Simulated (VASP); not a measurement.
Set up this calculation in VASP 6.6.1, as the native input.

| Property | Result |
| --- | --- |
| Task | single point |
| Functional | PBE |
| Potentials or basis | VASP PAW PBE potentials, release 64 (Be, Rh_pv, S) |
| Cutoff | 520 eV |
| k mesh | 6 × 6 × 6 |
| Occupations | fermi-dirac, width 0.05 eV |
| Spin | no spin polarisation |
| Further INCAR settings | ALGO = Normal; EDIFF = 1e-07; NBANDS = 26 |

The structure of BeRhS3 lies in POSCAR:

```
BeRhS3
1.0
    4.3467227100      0.0000000000      0.0000000000
    0.0000000000      4.3467227100      0.0000000000
    0.0000000000      0.0000000000      4.3467227100
Be Rh S
1 1 3
Direct
    0.0000000000      0.0000000000      0.0000000000
    0.5000000000      0.5000000000      0.5000000000
    0.0000000000      0.5000000000      0.5000000000
    0.5000000000      0.5000000000      0.0000000000
    0.5000000000      0.0000000000      0.5000000000
```

The cell was built by a generator and needn't be a form met in nature.

One way to write it, as run:

INCAR

```
PREC     = Accurate       # precision mode
ENCUT    = 520            # plane-wave cutoff, eV
EDIFF    = 1E-7           # SCF threshold, eV
ISMEAR   = -1             # smearing method
SIGMA    = 0.05           # smearing width, eV
LREAL    = False          # projectors in reciprocal space
LASPH    = True           # aspherical terms in the spheres
NELM     = 80             # most SCF steps
ALGO     = Normal         # electronic algorithm
ISIF     = 2              # what is computed and relaxed
LWAVE    = False          # write WAVECAR
LCHARG   = False          # write CHGCAR
GGA      = PE             # functional
NBANDS   = 26             # bands
```

KPOINTS

```
Automatic mesh
0
Gamma
  6 6 6
```

Potentials or basis: VASP PAW PBE potentials, release 64 (Be, Rh_pv, S).

Launch:

```console
$ cat potpaw_PBE.64/Be/POTCAR potpaw_PBE.64/Rh_pv/POTCAR potpaw_PBE.64/S/POTCAR > POTCAR
$ mpirun -np 1 vasp_std > vasp.out
```

It gave:

| Item | Value |
| --- | --- |
| Pressure | 22.7 GPa |
| Band gap on the k mesh | none (metal or under the smearing width) |

Caveat: so large a pressure means that the cell lies far from this level's equilibrium, or that cutoff or potentials fall short.

It took 22 s on 1 thread of Intel(R) Xeon(R) Platinum 8488C (Sapphire Rapids) (shared host), peak memory 0.19 GiB.
